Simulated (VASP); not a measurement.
These are LDA (Ceperley-Alder, Perdew-Zunger), VASP's LDA PAW potentials (set 64) (plane waves; VASP) values and carry that method's errors.

The input files of a VASP run:

**INCAR**
```
! general
SYSTEM   =  CsI
PREC     =  Accurate
ENCUT    =  400
LREAL    =  F
LASPH    =  T

! electronic loop
EDIFF    =  1E-8
NELM     =  100
ALGO     =  Normal
LMAXMIX  =  4

! smearing
ISMEAR   =  0
SIGMA    =  0.05

! ions
IBRION   =  1
NSW      =  30
ISIF     =  2
EDIFFG   =  -0.001

! output
LWAVE    =  F
LCHARG   =  F
```

**POSCAR**
```
CsI
1
    4.4084292742     0.0000000000     0.0000000000
    0.0000000000     4.4084292742     0.0000000000
    0.0000000000     0.0000000000     4.4084292742
Cs I
1 1
Direct
  0.0000000000   0.0000000000   0.0000000000
  0.5000000000   0.5000000000   0.5000000000
```

File KPOINTS:
```
Automatic
0
gamma
 6 6 6
0 0 0
```

POTCAR, in this order: Cs_sv I (LDA.64 set). Program: vasp_std.

**Question.** What will the output report for the number of irreducible k-points (NKPTS), largest plane-wave count, number of space-group operations, FFT grid (NGX, NGY, NGZ)?

**Answer.** 
```yaml
number of irreducible k-points (NKPTS): 20
largest_plane_wave_count: 1596
number_of_space_group_operations: 48
FFT grid (NGX, NGY, NGZ): 30 × 30 × 30
```

The compound is CsI in the CsCl type structure. It was relaxed first, which changed the volume by -10 %. The start is the result of an earlier pass.
